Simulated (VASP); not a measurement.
# Cr (Chromium): cell size against the level of theory, part 4 of 4

Which functional gives the lattice of Cr (Chromium) as experiment finds it, and is a dearer one worth its cost? The start is a cell from a database of measured crystal structures.

VASP 6.6.1, plane waves and PAW; the level of theory is named at each step.

So far. Step 8 (Relaxation with PBE): It ends at 11.53 Å³/atom, -3.9 % from the start, with -0.01 GPa left. The conventional cell has a = 2.846 Å. Against its usual tendency, PBE gives a cell smaller than the listed one. The moments are lost on the way, which shrinks a magnet's cell; a magnetic solution may have been missed. Step 9 (Relaxation with r2SCAN): It ends at 13.07 Å³/atom, +9.0 % from the start, with -0.01 GPa left. The conventional cell has a = 2.968 Å. The largest moment is 2.73 μB.

## 10. Relaxation with PBE + D3(BJ)

This step: PBE with D3(BJ), spin-polarised from an antiferromagnetic start; plane waves and PAW (Cr_pv) (VASP 6.6.1).

A dispersion term adds the long-range attraction that semilocal functionals lack. D3 with Becke-Johnson damping keeps a finite attraction at short range.

Contents of INCAR:

```
SYSTEM = Cr
PREC = Accurate
ENCUT = 520
EDIFF = 1E-06
NELM = 100
ISMEAR = -1
SIGMA = 0.05
LREAL = .FALSE.
ALGO = Normal
GGA = PE
IVDW = 12
NBANDS = 19
ISPIN = 2
MAGMOM = 0.24 -0.24
LASPH = .TRUE.
LMAXMIX = 4
LORBIT = 11
LWAVE = .FALSE.
LCHARG = .FALSE.
KPAR = 4
IBRION = 2
NSW = 60
ISIF = 3
EDIFFG = -0.01
```

Contents of POSCAR:

```
Cr
1.0
   -2.8839000000      2.8839000000      2.8839000000
    0.0000000000      0.0000000000      2.8839000000
    0.0000000000      2.8839000000      0.0000000000
Cr
2
Direct
    0.0000000000      0.0000000000      0.0000000000
    0.5000000000      0.0000000000      0.0000000000
```

Contents of KPOINTS:

```
Automatic mesh
0
Gamma
11 11 11
0 0 0
```

The projector-augmented-wave data sets are Cr_pv (PBE family, release 64).

Command:

```console
> mpirun -np 4 vasp_std
```

What it wrote:

```text
[... set-up lines as in an earlier step ...]
 entering main loop
       N       E                     dE             d eps       ncg     rms          rms(c)
[... 17 cycles as in an earlier step ...]
   1 F= -.19963550E+02 E0= -.19957386E+02  d E =-.199635E+02  mag=    -0.0000
[...]
2 F= -.19778619E+02 E0= -.19773213E+02  d E =0.184931E+00  mag=     0.0000
[...]
3 F= -.20046204E+02 E0= -.20040465E+02  d E =-.826540E-01  mag=     0.0000
[...]
4 F= -.20046292E+02 E0= -.20040561E+02  d E =-.827426E-01  mag=     0.0000
[...]
reached required accuracy - stopping structural energy minimisation
```

The job ended after 26 s (4 MPI ranks of Intel Xeon 6975P-C (Granite Rapids), shared host; peak memory 0.82 GiB; 1.7 min of CPU time).

OUTCAR, selected parts (step 10):

```text
 Edisp (eV)   -1.01873

 Edisp (eV)   -1.02087

  Total      -0.01802    -0.01802    -0.01802    -0.00000    -0.00000     0.00000
  in kB      -1.28674    -1.28674    -1.28674    -0.00000    -0.00000     0.00000
  external pressure =       -1.29 kB  Pullay stress =        0.00 kB

 POSITION                                       TOTAL-FORCE (eV/Angst)
 -----------------------------------------------------------------------------------
     -2.82038      5.64075      2.82038        -0.000000     -0.000000      0.000000
     -1.41019      1.41019      4.23056         0.000000      0.000000     -0.000000
 -----------------------------------------------------------------------------------
    total drift:                                0.000000     -0.000000      0.000000

  FREE ENERGIE OF THE ION-ELECTRON SYSTEM (eV)
  ---------------------------------------------------
  free  energy   TOTEN  =       -20.0462924831 eV

  energy  without entropy=      -20.0348298811  energy(sigma->0) =      -20.04056118

 magnetization (x)
# of ion       s       p       d       tot
------------------------------------------
    1        0.000   0.000   0.003   0.003
    2       -0.000  -0.000  -0.003  -0.003
--------------------------------------------------
tot          0.000   0.000   0.000   0.000

[... 2 parts as in an earlier step ...]

[... 2 further parts left out ...]
[key lines of the parts left out:]
E-fermi :  11.3842
```

Dispersion corrections of this kind ignore metallic screening and tend to overbind metals.

It ends at 11.22 Å³/atom, -6.5 % from the start, with -0.13 GPa left. The conventional cell has a = 2.820 Å. The moments are lost on the way, which shrinks a magnet's cell; a magnetic solution may have been missed. Against plain PBE, the dispersion term moves a by -0.9 %.

## 11. Relaxation with r2SCAN + rVV10

This step: r2SCAN with rVV10, spin-polarised from an antiferromagnetic start; plane waves and PAW (Cr_pv) (VASP 6.6.1).

LUSE_VDW switches on a nonlocal correlation term for dispersion.

Changes to INCAR since step 10:

```diff
@@ -9,4 +9,8 @@
 ALGO = Normal
-GGA = PE
-IVDW = 12
+METAGGA = R2SCAN
+LUSE_VDW = .TRUE.
+IVDW_NL = 2
+BPARAM = 11.95
+CPARAM = 0.0093
+LASPH = .TRUE.
 NBANDS = 19
@@ -14,3 +18,2 @@
 MAGMOM = 0.24 -0.24
-LASPH = .TRUE.
 LMAXMIX = 4
```

POSCAR is that of step 10.

KPOINTS is that of step 10.

Command:

```console
> mpirun -np 4 vasp_std
```

What it wrote:

```text
[banner, memory and clock lines left out]
running    4 mpi-ranks, on    1 nodes
[...]
|                                                                             |
|               ----> ADVICE to this user running VASP <----                  |
|                                                                             |
|     You have switched on vdW-DFT.                                           |
|     This routine was written and supplied by Jiri Klimes. We recommend      |
|     that you carefully read and cite the following publications:            |
|       J. Klimes, D.R. Bowler, A. Michelides                                 |
|          J. Phys.: Cond Matt. 22 022201 (2010)                              |
|       J. Klimes, D.R. Bowler, A. Michelides                                 |
|          Phys. Rev. B. 83, 195131 (2011)                                    |
|     and references therein.                                                 |
|                                                                             |

[...]
Total rVV10 correction in eV:      0.5439099    24.9892584
Total rVV10 correction in eV:      0.5439099    24.9892584
Total rVV10 correction in eV:      0.5439099    24.9892584
Total rVV10 correction in eV:      0.5439099    24.9892584
DAV:  11    -0.296011765320E+02   -0.30139E-05   -0.10910E-07  2200   0.276E-03    0.102E-03
Total rVV10 correction in eV:      0.5439100    24.9892584
Total rVV10 correction in eV:      0.5439100    24.9892584
Total rVV10 correction in eV:      0.5439100    24.9892584
Total rVV10 correction in eV:      0.5439100    24.9892584
DAV:  12    -0.296011761126E+02    0.41943E-06   -0.22879E-08  2170   0.110E-03
Total rVV10 correction in eV:      0.5439096    24.9892584
Total rVV10 correction in eV:      0.5439096    24.9892584
Total rVV10 correction in eV:      0.5439096    24.9892584
Total rVV10 correction in eV:      0.5439096    24.9892584
Total rVV10 correction in eV:      0.5439097    24.9892584
Total rVV10 correction in eV:      0.5439097    24.9892584
Total rVV10 correction in eV:      0.5439097    24.9892584
Total rVV10 correction in eV:      0.5439097    24.9892584
   3 F= -.29601176E+02 E0= -.29600449E+02  d E =-.466234E-01  mag=    -0.0000
[...]
reached required accuracy - stopping structural energy minimisation
```

Run time: 3.4 min. Hardware: 4 MPI ranks; peak memory 1.2 GiB.

Parts of OUTCAR (step 11):

```text
  Total       -0.0067017     -0.0067017     -0.0067017     -0.0000000      0.0000000     -0.0000000
  in kB       -0.4170365     -0.4170365     -0.4170365     -0.0000000      0.0000000     -0.0000000
  external PRESSURE =      -0.4170365 kB  Pullay stress =       0.0000000 kB

 POSITION                                       TOTAL-FORCE (eV/Angst)
 -----------------------------------------------------------------------------------
     -0.00000      0.00000      0.00000         0.000000     -0.000000     -0.000000
     -1.47642      1.47642      1.47642        -0.000000      0.000000      0.000000
 -----------------------------------------------------------------------------------
    total drift:                                0.000000     -0.000000     -0.000000

  FREE ENERGIE OF THE ION-ELECTRON SYSTEM (eV)
  ---------------------------------------------------
  free  energy   TOTEN  =       -29.6011761126 eV

  energy  without entropy=      -29.5997215355  energy(sigma->0) =      -29.60044882

 magnetization (x)
# of ion       s       p       d       tot
------------------------------------------
    1        0.095   0.043   2.520   2.658
    2       -0.095  -0.043  -2.520  -2.658
--------------------------------------------------
tot          0.000  -0.000   0.000   0.000

[... 2 parts as in an earlier step ...]

[... 2 further parts left out ...]
[key lines of the parts left out:]
E-fermi :   9.8422
```

It ends at 12.87 Å³/atom, +7.3 % from the start, with -0.04 GPa left. The conventional cell has a = 2.953 Å. The largest moment is 2.66 μB. Against plain r2SCAN, the dispersion term moves a by -0.5 %.

## 12. Relaxation with SCAN

This step: SCAN, spin-polarised from an antiferromagnetic start; plane waves and PAW (Cr_pv) (VASP 6.6.1).

SCAN adds the kinetic-energy density; it is numerically more delicate than r2SCAN.

Changes to INCAR since step 11:

```diff
@@ -9,7 +9,3 @@
 ALGO = Normal
-METAGGA = R2SCAN
-LUSE_VDW = .TRUE.
-IVDW_NL = 2
-BPARAM = 11.95
-CPARAM = 0.0093
+METAGGA = SCAN
 LASPH = .TRUE.
```

POSCAR is that of step 11.

KPOINTS is that of step 11.

Command:

```console
> mpirun -np 4 vasp_std
```

What it wrote:

```text
[... set-up lines as in an earlier step ...]
 entering main loop
       N       E                     dE             d eps       ncg     rms          rms(c)
DAV:   1     0.226783957769E+03    0.22678E+03   -0.14273E+04  4256   0.158E+03
DAV:   2    -0.364196603497E+02   -0.26320E+03   -0.25753E+03  4298   0.452E+02
DAV:   3    -0.453705999897E+02   -0.89509E+01   -0.87860E+01  4683   0.987E+01
DAV:   4    -0.455296180111E+02   -0.15902E+00   -0.15856E+00  5656   0.121E+01
[...]
DAV:  28    -0.372338792746E+02    0.23564E-05   -0.70355E-08  2170   0.234E-03    0.514E-04
DAV:  29    -0.372338816858E+02   -0.24113E-05   -0.32706E-08  2152   0.148E-03    0.770E-04
DAV:  30    -0.372338814516E+02    0.23420E-06   -0.13447E-08  2128   0.797E-04
   1 F= -.37233881E+02 E0= -.37231970E+02  d E =-.372339E+02  mag=    -0.0000
[...]
2 F= -.37267575E+02 E0= -.37266594E+02  d E =-.336935E-01  mag=     0.0000
[...]
3 F= -.37270604E+02 E0= -.37269303E+02  d E =-.367225E-01  mag=     0.0000
[...]
4 F= -.37270511E+02 E0= -.37269186E+02  d E =-.366293E-01  mag=    -0.0000
[...]
reached required accuracy - stopping structural energy minimisation
```

It took 2.2 min on 4 MPI ranks; peak memory 0.83 GiB.

Parts of OUTCAR (step 12):

```text
  Total        0.0002615      0.0002615      0.0002615     -0.0000000     -0.0000000     -0.0000000
  in kB        0.0164145      0.0164145      0.0164145     -0.0000000     -0.0000000     -0.0000000
  external PRESSURE =       0.0164145 kB  Pullay stress =       0.0000000 kB

 POSITION                                       TOTAL-FORCE (eV/Angst)
 -----------------------------------------------------------------------------------
     -0.00000      0.00000      0.00000        -0.000000     -0.000000      0.000000
     -1.47210      1.47210      1.47210         0.000000      0.000000     -0.000000
 -----------------------------------------------------------------------------------
    total drift:                                0.000000     -0.000000     -0.000000

  FREE ENERGIE OF THE ION-ELECTRON SYSTEM (eV)
  ---------------------------------------------------
  free  energy   TOTEN  =       -37.2705107374 eV

  energy  without entropy=      -37.2678616981  energy(sigma->0) =      -37.26918622

 magnetization (x)
# of ion       s       p       d       tot
------------------------------------------
    1        0.055   0.043   2.435   2.533
    2       -0.055  -0.043  -2.435  -2.533
--------------------------------------------------
tot          0.000   0.000   0.000   0.000

[... 2 parts as in an earlier step ...]

[... 2 further parts left out ...]
[key lines of the parts left out:]
E-fermi :   9.8538
```

Spin moment in the PAW sphere by atom:

```tsv
atom	spin moment in the PAW sphere (μB)
Cr1	2.53
Cr2	-2.53
```

It ends at 12.76 Å³/atom, +6.4 % from the start, with 0.00 GPa left. The conventional cell has a = 2.944 Å. The largest moment is 2.53 μB.

## 13. Relaxation with revPBE + D3(BJ)

This step: revPBE with D3(BJ), spin-polarised from an antiferromagnetic start; plane waves and PAW (Cr_pv) (VASP 6.6.1).

revPBE by itself binds more weakly than PBE and expands cells; dispersion terms fitted to it are the larger for that.

Changes to INCAR since step 12:

```diff
@@ -9,4 +9,4 @@
 ALGO = Normal
-METAGGA = SCAN
-LASPH = .TRUE.
+GGA = RE
+IVDW = 12
 NBANDS = 19
@@ -14,2 +14,3 @@
 MAGMOM = 0.24 -0.24
+LASPH = .TRUE.
 LMAXMIX = 4
```

POSCAR is that of step 12.

KPOINTS is that of step 12.

Command:

```console
> mpirun -np 4 vasp_std
```

What it wrote:

```text
[... set-up lines as in an earlier step ...]
 entering main loop
       N       E                     dE             d eps       ncg     rms          rms(c)
DAV:   1     0.241273141406E+03    0.24127E+03   -0.14002E+04  4256   0.154E+03
DAV:   2    -0.132294121556E+02   -0.25450E+03   -0.24897E+03  4321   0.439E+02
DAV:   3    -0.214131445474E+02   -0.81837E+01   -0.80682E+01  4522   0.936E+01
DAV:   4    -0.215408915157E+02   -0.12775E+00   -0.12762E+00  5609   0.108E+01
[...]
DAV:  18    -0.181992272294E+02    0.78940E-08   -0.44282E-05  4654   0.749E-02    0.235E-02
DAV:  19    -0.181992243626E+02    0.28668E-05   -0.26756E-05  4915   0.547E-02    0.141E-03
DAV:  20    -0.181992245848E+02   -0.22215E-06   -0.11487E-06  2779   0.938E-03
   1 F= -.20018538E+02 E0= -.20012378E+02  d E =-.200185E+02  mag=    -0.0000
[... from here on, the cycles between the ionic steps are left out ...]
   2 F= -.19762806E+02 E0= -.19757690E+02  d E =0.255732E+00  mag=    -0.0000
   3 F= -.20130708E+02 E0= -.20125036E+02  d E =-.112171E+00  mag=     0.0000
   4 F= -.20130867E+02 E0= -.20125204E+02  d E =-.112330E+00  mag=     0.0000
   5 F= -.20130833E+02 E0= -.20125175E+02  d E =-.112296E+00  mag=    -0.0000
   6 F= -.20130844E+02 E0= -.20125178E+02  d E =-.109651E-04  mag=    -0.0000
   7 F= -.20130865E+02 E0= -.20125202E+02  d E =-.319771E-04  mag=    -0.0000
[...]
reached required accuracy - stopping structural energy minimisation
```

Elapsed: 43 s, on 4 MPI ranks; peak memory 0.84 GiB; 2.8 min of CPU time.

Parts of OUTCAR (step 13):

```text
 Edisp (eV)   -1.97221

 Edisp (eV)   -1.97431

  Total      -0.00599    -0.00599    -0.00599     0.00000     0.00000     0.00000
  in kB      -0.43267    -0.43267    -0.43267     0.00000     0.00000     0.00000
  external pressure =       -0.43 kB  Pullay stress =        0.00 kB

 POSITION                                       TOTAL-FORCE (eV/Angst)
 -----------------------------------------------------------------------------------
     -0.00000      0.00000      0.00000         0.000000      0.000000      0.000000
     -1.40499      1.40499      1.40499        -0.000000     -0.000000     -0.000000
 -----------------------------------------------------------------------------------
    total drift:                                0.000000     -0.000000     -0.000000

  FREE ENERGIE OF THE ION-ELECTRON SYSTEM (eV)
  ---------------------------------------------------
  free  energy   TOTEN  =       -20.1308654705 eV

  energy  without entropy=      -20.1195386946  energy(sigma->0) =      -20.12520208

 magnetization (x)
# of ion       s       p       d       tot
------------------------------------------
    1        0.000  -0.000   0.000   0.000
    2       -0.000   0.000  -0.000  -0.000
--------------------------------------------------
tot          0.000   0.000   0.000   0.000

[... 2 parts as in an earlier step ...]

[... 2 further parts left out ...]
[key lines of the parts left out:]
E-fermi :  11.6269
```

It ends at 11.09 Å³/atom, -7.5 % from the start, with -0.04 GPa left. The conventional cell has a = 2.810 Å. The moments are lost on the way, which shrinks a magnet's cell; a magnetic solution may have been missed.

## 14. The cells as a table

This step: relaxed cells at several levels; plane waves and PAW (VASP 6.6.1).

This step runs nothing: it gathers the runs above.

Lengths are those of the conventional cell; cost is the wall time of each run, as given at its step, times its ranks, without the set-up around it. Results by level, by row:

```tsv
level	volume (Å³/atom)	change from the start (%)	a (Å)	largest site moment (μB)	cost (core minutes)
LDA	10.84	-9.6	2.789	0	2.07
PBEsol	11.12	-7.2	2.812	0.001	2.73
PBE	11.53	-3.9	2.846	0.005	1.93
r2SCAN	13.07	9	2.968	2.73	7.53
PBE + D3(BJ)	11.22	-6.5	2.82	0.003	1.73
r2SCAN + rVV10	12.87	7.3	2.953	2.658	13.7
SCAN	12.76	6.4	2.944	2.533	8.8
revPBE + D3(BJ)	11.09	-7.5	2.81	0	2.87
```

## 15. What came out

```json
{
  "volume, LDA": "10.84 Å³/atom",
  "volume, PBEsol": "11.12 Å³/atom",
  "volume, PBE": "11.53 Å³/atom",
  "volume, r2SCAN": "13.07 Å³/atom",
  "volume, PBE + D3(BJ)": "11.22 Å³/atom",
  "volume, r2SCAN + rVV10": "12.87 Å³/atom",
  "volume, SCAN": "12.76 Å³/atom",
  "volume, revPBE + D3(BJ)": "11.09 Å³/atom"
}
```

In words: For Cr (Chromium) the levels give volumes between 10.84 Å³/atom (LDA) and 13.07 Å³/atom (r2SCAN), a spread of 20.6 %, while the cost of the finished runs spans a factor of 7.9. Against the volume of the start, a cell from experiment, PBE comes nearest (-3.9 %) and LDA lies farthest (-9.6 %); thermal expansion is in that cell alone. Of 3 collinear starts at LDA, only one kept its moments, ending antiferromagnetic, q = (1/2, 1/2, 1/2); experiment finds antiferromagnetic order below 311 K (arxiv:1103.0161), whose pattern may be longer, canted or incommensurate, which these cells can't show. The costs hold the number of ionic steps as well as the price of the functional. SCAN-type functionals tend to overstate the moments of itinerant magnets. LDA, PBEsol, PBE, PBE + D3(BJ) and revPBE + D3(BJ) ended without moments and the others with them, so the comparison mixes magnetic states. Adding D3(BJ) to PBE changes the volume by -2.7 % (a by -0.9 %). Adding rVV10 to r2SCAN changes the volume by -1.5 % (a by -0.5 %). Pairwise corrections of the D and TS kind ignore the screening in a metal, so they may overbind here. Within 0.02 Å all end in space group Im-3m; the runs can't lower the symmetry of the start. Only a few collinear orders were tried, on the cell as listed. The largest site moment differs between levels, from 0.00 μB (LDA) to 2.73 μB (r2SCAN); larger moments and larger volumes go together in magnets, so the two can't be judged apart. Each is a single relaxation on the plane waves of the start cell, so larger changes of volume carry a basis-set error that was not tested here. Zero-point and thermal expansion are not included.

[Lines on the potential files, build, host, timing and source positions are cut from VASP's logs without a mark.]

[Logs are printed without paths, hosts, clocks, repeated set-up lines and the standing remarks that a program may print on its own settings, such as how far it seeks lower states.]

[Hosts, paths, dates, database ids (printed as entryN), source tags and the programs' standing remarks are cut or masked in the printed files.]

[A measured line is paired with the nearest computed mode of its activity, which favours agreement.]
